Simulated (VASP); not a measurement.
# GW-BSE spectrum of MgO (Periclase)

Aim: the optical spectrum of MgO (Periclase) with the electron-hole interaction. The cell is of the rock-salt type, one of the forms listed for this formula. The start is a cell from a database of measured crystal structures.

Calculated with VASP 6.6.1; BSE on G0W0 on PBE; plane waves and PAW (Mg_GW, O_GW), in the first sound run; inputs show where later runs differ.

The database entry behind the starting cell differs from later determinations by our own check (about 0.1 % long), so it need not match the best structure at ambient conditions.

**1. The structure**

It takes space group Fm-3m (No. 225, cubic). Conventional cell: a = 4.217 Å, b = 4.217 Å, c = 4.217 Å, α = 90.00°, β = 90.00°, γ = 90.00°. Mg has 6 O at 2.11 Å nearest. Nearest to O lie 6 Mg at 2.11 Å. Farther neighbours and most contacts between anions are not listed.

**2. BSE, Tamm-Dancoff**

The Bethe-Salpeter equation adds the screened attraction of electron and hole to the quasiparticle pairs; ANTIRES = 0 leaves out the coupling to antiresonant pairs.

File INCAR:

```
SYSTEM = MgO
PREC = Accurate
ENCUT = 440
ISMEAR = 0
SIGMA = 0.01
LREAL = .FALSE.
GGA = PE
NBANDS = 48
ALGO = BSE
NBANDSO = 3
NBANDSV = 4
OMEGAMAX = 25
NEDOS = 1000
CSHIFT = 0.1
PRECFOCK = Fast
LWAVE = .FALSE.
LCHARG = .FALSE.
ENCUTGW = 100
ANTIRES = 0
```

File POSCAR:

```
MgO
1.0
    0.0000000000      2.1085000000      2.1085000000
    2.1085000000      0.0000000000      2.1085000000
    2.1085000000      2.1085000000      0.0000000000
Mg O
1 1
Direct
    0.0000000000      0.0000000000      0.0000000000
    0.5000000000      0.5000000000      0.5000000000
```

File KPOINTS:

```
Automatic mesh
0
Gamma
8 8 8
0 0 0
```

PAW data sets: Mg_GW and O_GW (PBE family, release 64).

Command:

```sh
$ mpirun -np 8 vasp_std
```

The program printed:

```text
[banner, memory and clock lines left out]
running    8 mpi-ranks, on    1 nodes
 distrk:  each k-point on    8 cores,    1 groups
 distr:  one band on    1 cores,    8 groups

 POSCAR found type information on POSCAR MgO
 POSCAR found :  2 types and       2 ions
|                                                                             |
|           W    W    AA    RRRRR   N    N  II  N    N   GGGG   !!!           |
|           W    W   A  A   R    R  NN   N  II  NN   N  G    G  !!!           |
|           W    W  A    A  R    R  N N  N  II  N N  N  G       !!!           |
|           W WW W  AAAAAA  RRRRR   N  N N  II  N  N N  G  GGG   !            |
|           WW  WW  A    A  R   R   N   NN  II  N   NN  G    G                |
|           W    W  A    A  R    R  N    N  II  N    N   GGGG   !!!           |
|                                                                             |
|     For optimal performance we recommend to set                             |
|       NCORE = 2 up to number-of-cores-per-socket                            |
|     NCORE specifies how many cores store one orbital (NPAR=cpu/NCORE).      |
|     This setting can greatly improve the performance of VASP for DFT.       |
|     The default, NCORE=1 might be grossly inefficient on modern             |
|     multi-core architectures or massively parallel machines. Do your        |
|     Unfortunately you need to use the default for GW and RPA                |
|     calculations (for HF NCORE is supported but not extensively tested      |
|     yet).                                                                   |
|                                                                             |

|                                                                             |
|           W    W    AA    RRRRR   N    N  II  N    N   GGGG   !!!           |
|           W    W   A  A   R    R  NN   N  II  NN   N  G    G  !!!           |
|           W    W  A    A  R    R  N N  N  II  N N  N  G       !!!           |
|           W WW W  AAAAAA  RRRRR   N  N N  II  N  N N  G  GGG   !            |
|           WW  WW  A    A  R   R   N   NN  II  N   NN  G    G                |
|           W    W  A    A  R    R  N    N  II  N    N   GGGG   !!!           |
|                                                                             |
|     The default for ENCUTGWSOFT is different in this version of VASP.       |
|     please manually set ENCUTGWSOFT =100 in the INCAR file.                 |
|                                                                             |

 LDA part: xc-table for (Slater+PW92), standard interpolation
 found WAVECAR, reading the header
 POSCAR, INCAR and KPOINTS ok, starting setup
 FFT: planning ... GRIDC
 FFT: planning ... GRID_SOFT
 FFT: planning ... GRID
 reading WAVECAR
 the WAVECAR file was read successfully
 initial charge from wavefunction
 available memory per node:     42.54 GB, setting MAXMEM to     43560

 The Fermi energy was updated, please check that it is located mid-gap
 values below the HOMO (VB) or above the LUMO (CB) will cause erroneous energies
 E-fermi :   5.5618

 the WAVEDER file was read successfully
 responsefunction array rank=      56

 min. memory requirement per mpi rank     95.7 MB, per node    765.4 MB

 Doing            0  frequencies on each core in blocks of            0
 Found all WFULLXXXX.tmp files
 reading now WFULL0001.tmp
 reading now WFULL0002.tmp
 reading now WFULL0003.tmp
 reading now WFULL0004.tmp
 reading now WFULL0005.tmp
 reading now WFULL0006.tmp
 reading now WFULL0007.tmp
 reading now WFULL0008.tmp
 reading now WFULL0009.tmp
 reading now WFULL0010.tmp
 reading now WFULL0011.tmp
 reading now WFULL0012.tmp
 reading now WFULL0013.tmp
 reading now WFULL0014.tmp
 reading now WFULL0015.tmp
 reading now WFULL0016.tmp
 reading now WFULL0017.tmp
 reading now WFULL0018.tmp
 reading now WFULL0019.tmp
 reading now WFULL0020.tmp
 reading now WFULL0021.tmp
 reading now WFULL0022.tmp
 reading now WFULL0023.tmp
 reading now WFULL0024.tmp
 reading now WFULL0025.tmp
 reading now WFULL0026.tmp
 reading now WFULL0027.tmp
 reading now WFULL0028.tmp
 reading now WFULL0029.tmp
 parallelization over k-points
 Using distributed matrix
 Using distributed eigensolver
 allocating two-electron 4 orbital integral table    3    4    3    4
 BSE setting up matrix
 available memory per node:     42.38 GB, setting MAXMEM to     43397
 Calculate matrix elements of the BSE Hamiltonian:
 Workload is divided into blocks of two-electron 4 orbital integrals computed in
  parallel.
 Each block/integral has dimensions  of (   3,   4,   3,   4) orbitals
 Total number of blocks/integrals:               131328
 Number of spins:                                     1
 Number of kpoints:                                 512
 Spin channel:                                        1
  Number of blocks of unoccupied bands:               1
  Number of blocks of occupied bands:                 1
 Number of rows/columns of blocks:                  512

                                                        Time (sec)
               Integrals                 Ranks       Real         CPU
  [         1 -       4096/    131328]     8         0.91        0.00
  [      4097 -       8192/    131328]     8         1.83        0.00
  [      8193 -      12288/    131328]     8         2.70        0.00
  [     12289 -      16384/    131328]     8         3.55        0.00
  [     16385 -      20480/    131328]     8         4.40        0.00
  [     20481 -      24576/    131328]     8         5.26        0.00
  [     24577 -      28672/    131328]     8         6.11        0.00
  [     28673 -      32768/    131328]     8         6.99        0.00
  [     32769 -      36864/    131328]     8         7.81        0.00
  [     36865 -      40960/    131328]     8         8.63        0.00
  [     40961 -      45056/    131328]     8         9.51        0.00
  [     45057 -      49152/    131328]     8        10.41        0.00
  [     49153 -      53248/    131328]     8        11.28        0.00
  [     53249 -      57344/    131328]     8        12.17        0.00
  [     57345 -      61440/    131328]     8        13.10        0.00
  [     61441 -      65536/    131328]     8        14.00        0.00
  [     65537 -      69632/    131328]     8        14.93        0.00
  [     69633 -      73728/    131328]     8        15.85        0.00
  [     73729 -      77824/    131328]     8        16.78        0.00
  [     77825 -      81920/    131328]     8        17.70        0.00
  [     81921 -      86016/    131328]     8        18.63        0.00
  [     86017 -      90112/    131328]     8        19.55        0.00
  [     90113 -      94208/    131328]     8        20.46        0.00
  [     94209 -      98304/    131328]     8        21.34        0.00
  [     98305 -     102400/    131328]     8        22.18        0.00
  [    102401 -     106496/    131328]     8        23.03        0.00
  [    106497 -     110592/    131328]     8        23.95        0.00
  [    110593 -     114688/    131328]     8        24.86        0.00
  [    114689 -     118784/    131328]     8        25.77        0.00
  [    118785 -     122880/    131328]     8        26.61        0.00
  [    122881 -     126976/    131328]     8        27.48        0.00
  [    126977 -     131072/    131328]     8        28.33        0.00
  [    131073 -     131328/    131328]     8        28.44        0.00

 BSE redistributing all elements
 BSE diagonalizing matrix PDSYEVX_ZHEEVX_DESC
 BSE calculating oscillator strength
```

The job ended after 74 s (8 MPI ranks of Intel Xeon 6975P-C (Granite Rapids), shared host; peak memory 3.8 GiB; 9.6 min of CPU time).

The logs omit lines about the potential files and the build; timing stands in the text.

From OUTCAR (step 2):

```text
ion  position               nearest neighbor table
   1  0.000  0.000  0.000-   2 2.11   2 2.11   2 2.11   2 2.11   2 2.11   2 2.11
   2  0.500  0.500  0.500-   1 2.11   1 2.11   1 2.11   1 2.11   1 2.11   1 2.11

  LATTYP: Found a face centered cubic cell.
 ALAT       =     4.2170000000

 Subroutine GETGRP returns: Found 48 space group operations
 (whereof 48 operations were pure point group operations)

The static configuration has the point symmetry O_h .

 Found     29 irreducible k-points:

   k-points           NKPTS =     29   k-points in BZ     NKDIM =    512   number of bands    NBANDS=     48

   dimension x,y,z NGX =    20 NGY =   20 NGZ =   20
   dimension x,y,z NGXF=    40 NGYF=   40 NGZF=   40

   ENCUT  =  440.0 eV  32.34 Ry    5.69 a.u.   5.10  5.10  5.10*2*pi/ulx,y,z

   NELECT =       8.0000    total number of electrons

  energy-cutoff  :      440.00
  volume of cell :       18.75
      direct lattice vectors                 reciprocal lattice vectors
     0.000000000  2.108500000  2.108500000    -0.237135404  0.237135404  0.237135404
     2.108500000  0.000000000  2.108500000     0.237135404 -0.237135404  0.237135404
     2.108500000  2.108500000  0.000000000     0.237135404  0.237135404 -0.237135404

 k-points in reciprocal lattice and weights: Automatic mesh
   0.00000000  0.00000000  0.00000000       0.002
   0.12500000  0.00000000  0.00000000       0.016
   0.25000000  0.00000000  0.00000000       0.016
   0.37500000  0.00000000  0.00000000       0.016
   0.50000000  0.00000000  0.00000000       0.008
   0.12500000  0.12500000  0.00000000       0.012
   0.25000000  0.12500000  0.00000000       0.047
   0.37500000  0.12500000  0.00000000       0.047
   0.50000000  0.12500000  0.00000000       0.047
[...]
-0.37500000  0.50000000  0.12500000       0.023
  -0.25000000  0.50000000  0.25000000       0.012

 E-fermi :   5.5618
```

Numbers from this step:

```
lowest excitation                     : 6.322 eV
direct gap less the lowest excitation : 0.7008 eV
```

The imaginary dielectric function, xx has structure finer than the step of the table below, so its rows give means over 1 eV, whole bins alone (the curve runs from 0 to 25 eV). Peaks (eV: height): 7.3: 10.0, 8.7: 7.10, 9.1: 6.48, 10.0: 6.79, 10.8: 5.59, 12.0: 12.6, 16.0: 5.84.

From 3 filled and 4 empty bands alone, without any pair above OMEGAMAX = 25 eV, so strength is missing wherever others contribute; lines are broadened by CSHIFT, which also makes the tail under the first line. The imaginary dielectric function, xx by photon energy; means over each step:

photon energy (eV), imaginary dielectric function, xx and a bar:
```
        1        0.0 
        2        0.0 
        3        0.0 
        4        0.0 
        5        0.1 
        6        0.9 ######
        7        2.8 #################
        8        1.7 ##########
        9        4.2 ##########################
       10        3.6 ######################
       11        2.4 ###############
       12        4.9 ##############################
       13        2.1 #############
       14        2.1 #############
       15        1.7 ##########
       16        3.3 ####################
       17        2.4 ##############
       18        1.3 ########
       19        1.1 #######
       20        0.5 ###
       21        0.2 ##
       22        0.1 #
       23        0.1 #
       24        0.0
```

Some of the lowest 40 states alone, with states under 2.5 meV apart joined, scaled to the strongest line shown. Lines of the exciton spectrum (strongest = 100):

| position (eV) | lines merged | oscillator strength |
| --- | --- | --- |
| 6.322 | 3 | 33 |
| 7.251 | 3 | 100 |
| 7.473 | 3 | 0.0 |
| 7.488 | 2 | 0.0 |
| 7.553 | 3 | 0.0 |
| 7.566 | 5 | 0.0 |
| 7.970 | 3 | 24 |
| 8.013 | 3 | 0.0 |
| 8.035 | 3 | 0.0 |
| 8.053 | 3 | 0.0 |
| 8.448 | 1 | 0.0 |
| 8.453 | 3 | 19 |
| 8.520 | 3 | 0.0 |
| 8.543 | 1 | 0.0 |

The lowest excitation lies at 6.322 eV, -701 meV against the direct gap of these orbitals. No second mesh in this session tests these energies, peaks and heights.

**3. Independent quasiparticles**

This step: BSE on G0W0 on PBE, independent quasiparticles; plane waves and PAW (Mg_GW, O_GW) (VASP 6.6.1).

With LADDER and LHARTREE off the pairs don't interact at all, so the lowest line must equal the direct gap.

INCAR, as its differences from that of step 2:

```diff
@@ -19 +19,3 @@
 ANTIRES = 0
+LADDER = .FALSE.
+LHARTREE = .FALSE.
```

POSCAR is that of step 2.

KPOINTS is that of step 2.

Command:

```sh
$ mpirun -np 8 vasp_std
```

The program printed:

```text
[banner, memory and clock lines left out]
 LDA part: xc-table for (Slater+PW92), standard interpolation
 found WAVECAR, reading the header
 POSCAR, INCAR and KPOINTS ok, starting setup
 FFT: planning ... GRIDC
 FFT: planning ... GRID_SOFT
 FFT: planning ... GRID
 reading WAVECAR
 the WAVECAR file was read successfully
 initial charge from wavefunction
 available memory per node:     42.51 GB, setting MAXMEM to     43534

 Doing            0  frequencies on each core in blocks of            0
 parallelization over k-points
 Using distributed matrix
 Using distributed eigensolver
 allocating two-electron 4 orbital integral table    3    4    3    4
 BSE setting up matrix
 available memory per node:     42.37 GB, setting MAXMEM to     43382
 Calculate matrix elements of the BSE Hamiltonian:
 Workload is divided into blocks of two-electron 4 orbital integrals computed in
  parallel.
 Each block/integral has dimensions  of (   3,   4,   3,   4) orbitals
 Total number of blocks/integrals:               131328
 Number of spins:                                     1
 Number of kpoints:                                 512
 Spin channel:                                        1
  Number of blocks of unoccupied bands:               1
  Number of blocks of occupied bands:                 1
 Number of rows/columns of blocks:                  512

                                                        Time (sec)
               Integrals                 Ranks       Real         CPU
  [         1 -       4096/    131328]     8         0.10        0.00
  [      4097 -       8192/    131328]     8         0.19        0.00
  [      8193 -      12288/    131328]     8         0.30        0.00
  [     12289 -      16384/    131328]     8         0.40        0.00
  [     16385 -      20480/    131328]     8         0.50        0.00
  [     20481 -      24576/    131328]     8         0.59        0.00
  [     24577 -      28672/    131328]     8         0.69        0.00
  [     28673 -      32768/    131328]     8         0.78        0.00
  [     32769 -      36864/    131328]     8         0.86        0.00
  [     36865 -      40960/    131328]     8         0.94        0.00
  [     40961 -      45056/    131328]     8         1.02        0.00
  [     45057 -      49152/    131328]     8         1.11        0.00
  [     49153 -      53248/    131328]     8         1.19        0.00
  [     53249 -      57344/    131328]     8         1.29        0.00
  [     57345 -      61440/    131328]     8         1.38        0.00
  [     61441 -      65536/    131328]     8         1.50        0.00
  [     65537 -      69632/    131328]     8         1.60        0.00
  [     69633 -      73728/    131328]     8         1.70        0.00
  [     73729 -      77824/    131328]     8         1.80        0.00
  [     77825 -      81920/    131328]     8         1.89        0.00
  [     81921 -      86016/    131328]     8         1.99        0.00
  [     86017 -      90112/    131328]     8         2.10        0.00
  [     90113 -      94208/    131328]     8         2.22        0.00
  [     94209 -      98304/    131328]     8         2.32        0.00
  [     98305 -     102400/    131328]     8         2.42        0.00
  [    102401 -     106496/    131328]     8         2.53        0.00
  [    106497 -     110592/    131328]     8         2.64        0.00
  [    110593 -     114688/    131328]     8         2.74        0.00
  [    114689 -     118784/    131328]     8         2.85        0.00
  [    118785 -     122880/    131328]     8         2.96        0.00
  [    122881 -     126976/    131328]     8         3.07        0.00
  [    126977 -     131072/    131328]     8         3.17        0.00
  [    131073 -     131328/    131328]     8         3.19        0.00

[... 7 parts as in an earlier step ...]
```

It took 46 s on 8 MPI ranks; peak memory 3.6 GiB.

OUTCAR, selected parts (step 3):

```text
The static configuration has the point symmetry O_h .

 Found     29 irreducible k-points:

   NELECT =       8.0000    total number of electrons

 E-fermi :   5.5618

[... 8 parts as in an earlier step ...]
```

This step gave:

```
lowest excitation : 7.023 eV
```

The imaginary dielectric function, xx has structure finer than the step of the table below, so its rows give means over 1 eV, whole bins alone (the curve runs from 0 to 25 eV). Peaks (eV: height): 11.8: 6.74, 13.3: 7.84, 14.2: 4.81, 14.8: 5.61, 15.1: 4.34, 17.6: 4.24, 18.7: 5.91.

From 3 filled and 4 empty bands alone, without any pair above OMEGAMAX = 25 eV, so strength is missing wherever others contribute; lines are broadened by CSHIFT, which also makes the tail under the first line. Imaginary dielectric function, xx against photon energy; means over each step:

| photon energy (eV) | imaginary dielectric function, xx |
| --- | --- |
| 1 | 0.00194 |
| 2 | 0.00409 |
| 3 | 0.00671 |
| 4 | 0.0103 |
| 5 | 0.0163 |
| 6 | 0.0324 |
| 7 | 0.249 |
| 8 | 0.762 |
| 9 | 0.794 |
| 10 | 1.70 |
| 11 | 1.85 |
| 12 | 3.43 |
| 13 | 3.99 |
| 14 | 3.40 |
| 15 | 3.65 |
| 16 | 1.70 |
| 17 | 2.41 |
| 18 | 3.04 |
| 19 | 3.37 |
| 20 | 2.22 |
| 21 | 1.77 |
| 22 | 0.653 |
| 23 | 0.289 |
| 24 | 0.262 |

The lowest excitation lies at 7.023 eV, +701 meV against the Tamm-Dancoff singlet. No second mesh in this session tests these energies, peaks and heights.

**4. Summary**

This step: BSE on G0W0 on PBE; plane waves and PAW (VASP 6.6.1).

No new run; the numbers come from the runs before.

Numbers from this step:

```yaml
smallest_direct_quasiparticle_gap_on_the_mesh: 7.023 eV
```

Cost is wall time times ranks on a shared host, for this step alone, without the steps before it. Excitations by level:

| level | first excitation (eV) | cost (core minutes) |
| --- | --- | --- |
| BSE, Tamm-Dancoff | 6.322 | 9.87 |
| independent quasiparticles | 7.023 | 6.13 |

**5. Results**

| Quantity | Value |
| --- | --- |
| BSE, Tamm-Dancoff | lowest vertical excitation 6.322 eV; direct gap 7.023 eV |
| independent quasiparticles | lowest vertical excitation 7.023 eV; direct gap 7.023 eV |

In words: The Bethe-Salpeter equation puts the lowest vertical singlet excitation at 6.322 eV, 0.70 eV below the direct gap of 7.023 eV; the states within 10 meV of it carry 33 % of the strength of the strongest such group among the lowest 40 states. Attraction and local fields together move the centre of weight of eps2 xx over the computed range by -2.97 eV against the run of independent quasiparticles. The spectra were run on one mesh, so the distance from the gap isn't shown to be converged; coarse meshes tend to overstate it. Only the bands set by NBANDSO and NBANDSV form pairs, and any pair above OMEGAMAX = 25 eV is dropped, so the spectrum is that of this window; the window can cut degenerate bands. Not tabulated here, as repeats of values shown or as unfit to read for their mesh, reference level or band range: eps1 curves and static values (BSE, independent quasiparticles); line lists of runs without attraction (independent quasiparticles).

[Lines on the potential files, build, host, timing and source positions are cut from VASP's logs without a mark.]

[Logs are printed without paths, hosts, clocks, repeated set-up lines and the standing remarks that a program may print on its own settings, such as how far it seeks lower states.]

[Hosts, paths, dates, database ids (printed as entryN), source tags and the programs' standing remarks are cut or masked in the printed files.]

[Pressures printed for these runs are not shown converged in the cutoff: they can be off by several GPa and have the wrong sign.]
